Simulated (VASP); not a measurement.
Here is the system:

```
CELL_PARAMETERS angstrom
      1.37794     0.79555     4.62447
     -1.37794     0.79555     4.62447
      0.00000    -1.59110     4.62447
ATOMIC_POSITIONS crystal
  Ag 0.00000 0.00000 0.00000
  Pt 0.50000 0.50000 0.50000
```

Method: LDA (Ceperley-Alder, Perdew-Zunger), VASP's LDA PAW potentials (set 64) (plane waves; VASP). Numerical set-up: 400 eV cut-off, Gaussian smearing of 0.050 eV, potentials Ag Pt.

Give the energies of bands 1 to 12 at the high-symmetry points, in eV from the Fermi level.

```tsv
band	Γ	T	H2	L	S0	F
1	-9.21	-7.97	-5.89	-6.34	-5.87	-6.95
2	-6.85	-6.91	-5.62	-6.05	-5.39	-6.75
3	-4.75	-4.70	-5.25	-5.58	-5.31	-6.46
4	-4.75	-4.64	-5.11	-4.72	-5.17	-4.40
5	-4.31	-4.64	-4.56	-4.25	-4.65	-4.32
6	-3.98	-3.78	-3.35	-3.77	-3.42	-2.44
7	-3.98	-3.35	-2.88	-3.05	-2.85	-1.71
8	-2.59	-3.35	-2.52	-2.43	-2.46	-0.72
9	-2.59	-3.16	-1.83	-1.66	-1.89	-0.33
10	-0.49	-3.16	-0.76	0.54	-0.84	-0.23
11	-0.48	-0.89	4.77	1.76	4.58	0.55
12	-0.48	-0.89	4.84	3.25	4.89	1.93
```

It has no gap at this level: it comes out as a metal or semimetal.

The structure comes from a computed database's AgPt entry (R-3m); how it stands against other phases isn't given here. It was relaxed first, which changed the volume by -5 %. The electron count is odd and the run is not spin-polarised, which forces a metal.
